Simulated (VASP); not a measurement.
Consider the following.

```
Eu
1.0
   -2.14809     2.14809     2.14809
    2.14809    -2.14809     2.14809
    2.14809     2.14809    -2.14809
Eu
1
Direct
  0.00000   0.00000   0.00000
```

Level of theory: PBEsol GGA, VASP's PBE PAW potentials (set 64) (plane waves; VASP 6.6.1). Numerical set-up: 400 eV cut-off, Gaussian smearing of 0.050 eV, potentials Eu_2.

The 4f electrons are frozen in the core of the lanthanide potential, so 4f levels, which can set the real gap, and their magnetism are missing.

Problem. Predict the band gap (along the path) with the smallest direct gap where there is one.

Solution. 
```yaml
band gap (along the path): none (metal, semimetal or under 0.01 eV)
```

Only differences to runs with the same potentials and settings are physical.

The compound is Eu in the bcc structure. It was relaxed first, which changed the volume by -17 %.
